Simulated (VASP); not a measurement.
Input:

```
CELL_PARAMETERS angstrom
      0.00000     2.24284     2.24284
      2.24284     0.00000     2.24284
      2.24284     2.24284     0.00000
ATOMIC_POSITIONS crystal
  Ta 0.00000 0.00000 0.00000
  C  0.50000 0.50000 0.50000
```

All values below come from PW91 GGA, VASP's PBE PAW potentials (set 64) (plane waves; VASP 6.6.1). Run with 520 eV cut-off, Gaussian smearing of 0.050 eV, potentials Ta_pv C.

### Question
Give the energies of bands 5 to 10 at the high-symmetry points, in eV from the Fermi level.

### Answer

```
band      Γ      X      U      L      W
----  -----  -----  -----  -----  -----
5     -1.33  -4.57  -5.81  -8.59  -5.22
6     -1.33  -4.44  -4.83  -5.40  -4.92
7     -1.33  -1.77  -3.80  -5.40  -4.92
8     -0.50  -1.77  -0.62   2.59   1.55
9     -0.50   2.49   3.02   2.59   1.55
10    -0.50   3.92   3.84   3.56   3.93
```

It has no gap at this level: it comes out as a metal or semimetal.

The compound is TaC in the rock salt structure. It was relaxed first. The electron count is odd and the run is not spin-polarised, which forces a metal.
